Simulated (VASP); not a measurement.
## A VASP study of MgMo (rSCAN): structure first, properties next

Aim: relax MgMo, then compute properties on the relaxed cell. The steps: relaxing cell and atoms (rSCAN), second relaxation, single point with fields (rSCAN), bands along the symmetry lines (rSCAN), total and projected DOS (rSCAN) and zone-centre phonons (rSCAN). The cell is invented: it takes the structure of a Materials Project entry for MgZr (space group 166 there), with some of its atoms replaced by other elements, volume scaled by an estimate. It may not be a known or stable phase. Left out of this account: 2 further runs (core levels: core levels are not valid at this level; density of states: it ended just at its time limit, and its output was not read).

Calculated with VASP 6.6.1; rSCAN; plane waves and PAW (Mo_sv, Mg); invented cell.

## (1) Set-up

Before any relaxation, the start is as follows. Symmetry: R-3m, No. 166, trigonal system. Conventional cell: a = 2.913 Å, b = 2.913 Å, c = 15.756 Å, α = 90.00°, β = 90.00°, γ = 120.00°. Nearest to Mo lie 6 Mo at 2.91 Å and 6 Mg at 3.12 Å. Nearest to Mg lie 6 Mg at 2.91 Å and 6 Mo at 3.12 Å. It derives from MgZr. it takes the structure of a Materials Project entry for MgZr (space group 166 there), with some of its atoms replaced by other elements, volume scaled by an estimate. Farther neighbours are not listed.

Structure file:

```
Mo Mg
1.0
     1.45630    0.84079    5.25210
    -1.45630    0.84079    5.25210
     0.00000   -1.68159    5.25210
Mo Mg
1 1
Direct
  0.50000 0.50000 0.50000
  0.00000 0.00000 0.00000
```

## (2) Relaxing cell and atoms (rSCAN)

Properties are meant for the cell that this level of theory prefers, so cell and atoms are relaxed first (ISIF = 3) until forces and stress are small; EDIFFG sets the threshold.

File INCAR:

```
SYSTEM = MgMo
PREC = Accurate
ENCUT = 400
EDIFF = 1E-06
NELM = 100
ISMEAR = 1
SIGMA = 0.2
LREAL = .FALSE.
ALGO = Normal
METAGGA = RSCAN
LASPH = .TRUE.
LORBIT = 11
LWAVE = .FALSE.
LCHARG = .FALSE.
IBRION = 2
NSW = 60
ISIF = 3
EDIFFG = -0.01
```

File POSCAR:

```
MgMo
1.0
    1.4562970000      0.8407940000      5.2520970000
   -1.4562970000      0.8407940000      5.2520970000
    0.0000000000     -1.6815870000      5.2520970000
Mo Mg
1 1
Direct
    0.5000000000      0.5000000000      0.5000000000
    0.0000000000      0.0000000000      0.0000000000
```

File KPOINTS:

```
Automatic mesh
0
Gamma
9 9 9
0 0 0
```

Potentials, in the order of the species: Mo_sv and Mg (PBE family, release 64).

Launch:

```sh
$ mpirun -np 1 vasp_std
```

The program printed:

```text
[banner, memory and clock lines left out]
running    1 mpi-ranks, on    1 nodes
 distrk:  each k-point on    1 cores,    1 groups
 distr:  one band on    1 cores,    1 groups

 POSCAR found type information on POSCAR MoMg
 POSCAR found :  2 types and       2 ions
|                                                                             |
|               ----> ADVICE to this user running VASP <----                  |
|                                                                             |
|     You enforced a specific xc type in the INCAR file but a different       |
|     [... a line on the potential file left out ...]
|     I HOPE YOU KNOW WHAT YOU ARE DOING!                                     |
|                                                                             |

 LDA part: xc-table for (None), standard interpolation
 POSCAR, INCAR and KPOINTS ok, starting setup
 FFT: planning ... GRIDC
 FFT: planning ... GRID_SOFT
 FFT: planning ... GRID
 WAVECAR not read
 entering main loop
       N       E                     dE             d eps       ncg     rms          rms(c)
DAV:   1     0.467731926665E+02    0.46773E+02   -0.91833E+03  2400   0.102E+03
DAV:   2    -0.489621600323E+02   -0.95735E+02   -0.91861E+02  2404   0.288E+02
DAV:   3    -0.508255126247E+02   -0.18634E+01   -0.17712E+01  2440   0.377E+01
DAV:   4    -0.508421243747E+02   -0.16612E-01   -0.16594E-01  2116   0.347E+00
DAV:   5    -0.508422637884E+02   -0.13941E-03   -0.13940E-03  2384   0.313E-01    0.978E+00
DAV:   6    -0.443581963715E+02    0.64841E+01   -0.34924E+00  2044   0.216E+01    0.214E+00
DAV:   7    -0.443652653411E+02   -0.70690E-02   -0.49813E-02  2276   0.213E+00    0.140E+00
DAV:   8    -0.443768893588E+02   -0.11624E-01   -0.40130E-02  2076   0.201E+00    0.586E-01
DAV:   9    -0.443791124473E+02   -0.22231E-02   -0.31428E-03  2312   0.605E-01    0.162E-01
DAV:  10    -0.443791795348E+02   -0.67087E-04   -0.64081E-04  2204   0.243E-01    0.287E-02
DAV:  11    -0.443792115665E+02   -0.32032E-04   -0.44973E-05  2160   0.600E-02    0.132E-02
DAV:  12    -0.443792089822E+02    0.25843E-05   -0.24804E-06  2184   0.138E-02    0.218E-03
DAV:  13    -0.443792088174E+02    0.16477E-06   -0.16983E-07  1044   0.399E-03
   1 F= -.44379209E+02 E0= -.44379894E+02  d E =-.443792E+02
 curvature:   0.00 expect dE= 0.000E+00 dE for cont linesearch  0.000E+00
 trial: gam= 0.00000 g(F)=  0.202E-58 g(S)=  0.685E+00 ort = 0.000E+00 (trialstep = 0.100E+01)
 search vector abs. value=  0.685E+00
 bond charge predicted
       N       E                     dE             d eps       ncg     rms          rms(c)
DAV:   1    -0.568812979367E+02   -0.12502E+02   -0.25321E+02  2116   0.198E+02    0.376E+01
DAV:   2    -0.452038494987E+02    0.11677E+02   -0.37429E+01  2120   0.684E+01    0.794E+00
DAV:   3    -0.445384817064E+02    0.66537E+00   -0.14780E+00  2120   0.118E+01    0.596E+00
DAV:   4    -0.444400531195E+02    0.98429E-01   -0.42278E-01  2192   0.755E+00    0.381E+00
DAV:   5    -0.444536899957E+02   -0.13637E-01   -0.31720E-02  2448   0.177E+00    0.858E-01
DAV:   6    -0.444550929860E+02   -0.14030E-02   -0.11588E-03  2284   0.345E-01    0.518E-02
DAV:   7    -0.444550780858E+02    0.14900E-04   -0.73798E-05  2304   0.970E-02    0.132E-02
DAV:   8    -0.444550805293E+02   -0.24435E-05   -0.36056E-06  2172   0.186E-02    0.118E-02
DAV:   9    -0.444550789001E+02    0.16292E-05   -0.10419E-06  1100   0.126E-02    0.245E-03
DAV:  10    -0.444550791105E+02   -0.21039E-06   -0.64547E-08  1060   0.347E-03
   2 F= -.44455079E+02 E0= -.44454760E+02  d E =-.758703E-01
[...]
3 F= -.44593804E+02 E0= -.44594693E+02  d E =-.214595E+00
[...]
4 F= -.44593814E+02 E0= -.44594695E+02  d E =-.214605E+00
[...]
5 F= -.44602317E+02 E0= -.44603610E+02  d E =-.850348E-02
[...]
6 F= -.44603245E+02 E0= -.44604457E+02  d E =-.943093E-02
[...]
7 F= -.44603265E+02 E0= -.44604489E+02  d E =-.201646E-04
 trial-energy change:   -0.000020  1 .order   -0.000039   -0.000355    0.000277
 step:   0.4522(harm=  0.4906)  dis= 0.00000  next Energy=   -44.603334 (dE=-0.891E-04)
 bond charge predicted
       N       E                     dE             d eps       ncg     rms          rms(c)
DAV:   1    -0.446047177770E+02   -0.14528E-02   -0.26764E-02  2088   0.212E+00    0.292E-01
DAV:   2    -0.446034311430E+02    0.12866E-02   -0.55772E-03  2084   0.776E-01    0.595E-02
DAV:   3    -0.446033226130E+02    0.10853E-03   -0.21255E-04  2072   0.104E-01    0.324E-02
DAV:   4    -0.446033274509E+02   -0.48380E-05   -0.25680E-05  2224   0.582E-02    0.187E-02
DAV:   5    -0.446033322903E+02   -0.48393E-05   -0.52436E-06  2216   0.248E-02    0.605E-03
DAV:   6    -0.446033329640E+02   -0.67376E-06   -0.59071E-07  1068   0.853E-03
   8 F= -.44603333E+02 E0= -.44604552E+02  d E =-.882119E-04
 curvature:  -0.25 expect dE=-0.749E-07 dE for cont linesearch -0.695E-07
 trial: gam=-0.02447 g(F)=  0.383E-57 g(S)=  0.303E-06 ort = 0.108E-04 (trialstep = 0.790E+00)
 search vector abs. value=  0.232E-07
 reached required accuracy - stopping structural energy minimisation
```

Elapsed: 20 min, on 1 MPI rank of AMD EPYC 9R14 (Zen 4), shared host; peak memory 0.21 GiB.

The logs omit lines about the potential files and the build; timing stands in the text.

Parts of OUTCAR (step 2):

```text
ion  position               nearest neighbor table
   1  0.500  0.500  0.500-   2 3.12   2 3.12   2 3.12   2 3.12   2 3.12   2 3.12
   2  0.000  0.000  0.000-   1 3.12   1 3.12   1 3.12   1 3.12   1 3.12   1 3.12

  LATTYP: Found a trigonal (rhomboedric) cell.
 ALAT       =     5.5147310361
 COS(alpha) =     0.8605298094

 Subroutine GETGRP returns: Found 12 space group operations
 (whereof 12 operations were pure point group operations)

The static configuration has the point symmetry D_3d.

 Found     85 irreducible k-points:

   k-points           NKPTS =     85   k-points in BZ     NKDIM =     85   number of bands    NBANDS=     12

   dimension x,y,z NGX =    36 NGY =   36 NGZ =   36
   dimension x,y,z NGXF=    72 NGYF=   72 NGZF=   72

   ENCUT  =  400.0 eV  29.40 Ry    5.42 a.u.   8.99  8.99  8.99*2*pi/ulx,y,z

   NELECT =      16.0000    total number of electrons

 k-points in reciprocal lattice and weights: Automatic mesh
   0.00000000  0.00000000  0.00000000       0.001
   0.11111111  0.00000000  0.00000000       0.008
   0.22222222  0.00000000  0.00000000       0.008
   0.33333333  0.00000000  0.00000000       0.008
   0.44444444  0.00000000  0.00000000       0.008
   0.11111111  0.11111111  0.00000000       0.008
   0.22222222  0.11111111  0.00000000       0.016
   0.33333333  0.11111111  0.00000000       0.016
   0.44444444  0.11111111  0.00000000       0.016
[...]
0.44444444  0.44444444  0.44444444       0.003
  -0.44444444  0.44444444  0.44444444       0.008

 average (electrostatic) potential at core
       1 -79.0608       2 -36.7375

 E-fermi :   7.3582

 k-point     1 :       0.0000    0.0000    0.0000
  band No.  band energies     occupation
    ...
      5      -0.3717      2.00000
      6       3.4429      2.00000
      7       6.4031      2.00000
      8       7.1124      2.07091
      9       7.1124      2.07091
     10       9.7016     -0.00000
     11       9.7016     -0.00000
     12      11.5156      0.00000

 k-point     2 :       0.1111    0.0000    0.0000
  band No.  band energies     occupation
    ...
      4     -28.0639      2.00000
      5       0.0005      2.00000
      6       3.8321      2.00000
      7       6.0756      2.00000
      8       6.7534      2.00016
      9       7.5061      0.05433
     10       9.5673     -0.00000
     11       9.9518     -0.00000
     12      11.7273      0.00000

 k-point     3 :       0.2222    0.0000    0.0000
  band No.  band energies     occupation
    ...
      4     -28.1360      2.00000
      5       1.0327      2.00000
      6       4.5103      2.00000
      7       5.4837      2.00000
      8       6.3840      2.00000
      9       8.6099     -0.00000
     10       9.2464     -0.00000
     11      10.3347     -0.00000
     12      12.4130      0.00000

  Total        0.0012338      0.0012338      0.0030866      0.0000000      0.0000000      0.0000000
  in kB        0.0581808      0.0581809      0.1455550      0.0000000      0.0000000      0.0000000
  external PRESSURE =       0.0873056 kB  Pullay stress =       0.0000000 kB

  energy-cutoff  :      400.00
  volume of cell :       33.98
      direct lattice vectors                 reciprocal lattice vectors
     1.416564061  0.817854128  4.887725756     0.352966741  0.203785397  0.068198031
    -1.416564061  0.817854128  4.887725756    -0.352966741  0.203785397  0.068198031
    -0.000000000 -1.635707353  4.887725767     0.000000000 -0.407570793  0.068198068

 POSITION                                       TOTAL-FORCE (eV/Angst)
 -----------------------------------------------------------------------------------
     -0.00000      0.00000      7.33159        -0.000000     -0.000000      0.000000
     -0.00000     -1.63571      4.88773         0.000000      0.000000     -0.000000
 -----------------------------------------------------------------------------------
    total drift:                                0.000000     -0.000000      0.000000

  FREE ENERGIE OF THE ION-ELECTRON SYSTEM (eV)
  ---------------------------------------------------
  free  energy   TOTEN  =       -44.6033329640 eV

  energy  without entropy=      -44.6069910214  energy(sigma->0) =      -44.60455232

 reached required accuracy - stopping structural energy minimisation

 total charge
# of ion       s       p       d       tot
------------------------------------------
    1        2.351   6.142   3.843  12.336
    2        0.213   0.192   0.029   0.434
--------------------------------------------------
tot          2.564   6.334   3.872  12.770

[... 3 further parts left out ...]
```

The k-mesh is coarse for a metal. The PAW data sets were made with PBE, which is usual practice but a small mismatch for other functionals. After so large a change of volume the plane waves of the start cell no longer fit, so the final stress carries a basis-set error. The run keeps the 12 symmetry operations of its start, so it cannot find a distortion of lower symmetry.

Step by step:

| step | energy less that of the first step (eV) | largest force (eV/Å) | pressure (GPa) | volume (Å³) |
| --- | --- | --- | --- | --- |
| 1 | 0.0000 | 0.0000 | -12.44 | 38.59 |
| 2 | -0.0759 | 0.0000 | 15.97 | 30.79 |
| 3 | -0.2146 | 0.0000 | 0.51 | 33.95 |
| 4 | -0.2146 | 0.0000 | 0.83 | 33.86 |
| 5 | -0.2231 | 0.0000 | 0.22 | 33.90 |
| 6 | -0.2240 | 0.0000 | 0.35 | 33.89 |
| 7 | -0.2241 | 0.0000 | -0.28 | 34.05 |
| 8 | -0.2241 | 0.0000 | 0.01 | 33.98 |

| conventional cell, symmetrised | before | after | change |
| --- | --- | --- | --- |
| a (Å) | 2.913 | 2.833 | -2.7 % |
| b (Å) | 2.913 | 2.833 | -2.7 % |
| c (Å) | 15.756 | 14.663 | -6.9 % |
| volume (Å³/atom) | 19.29 | 16.99 | -11.9 % |

Final coordinates:

```
Mo Mg
1.0
     1.41656    0.81785    4.88773
    -1.41656    0.81785    4.88773
     0.00000   -1.63571    4.88773
Mo Mg
1 1
Direct
  0.50000 0.50000 0.50000
  0.00000 0.00000 0.00000
```

Numbers from this step:

```
electrons                       : 16
bands                           : 12
irreducible k-points            : 85
symmetry operations             : 12
free energy (TOTEN)             : -44.60 eV
energy at zero smearing         : -44.60 eV
Fermi energy                    : 7.358 eV
pressure                        : 0.008731 GPa
metallic                        : yes
SCF cycles over all ionic steps : 66
```

It ends with forces that vanish by symmetry and a pressure of 0.01 GPa.

[end of part 1 of 3]

[Lines on the potential files, build, host, timing and source positions are cut from VASP's logs without a mark.]

[Logs are printed without paths, hosts, clocks, repeated set-up lines and the standing remarks that a program may print on its own settings, such as how far it seeks lower states.]

[Hosts, paths, dates, database ids (printed as entryN), source tags and the programs' standing remarks are cut or masked in the printed files.]

[A measured line is paired with the nearest computed mode of its activity, which favours agreement.]
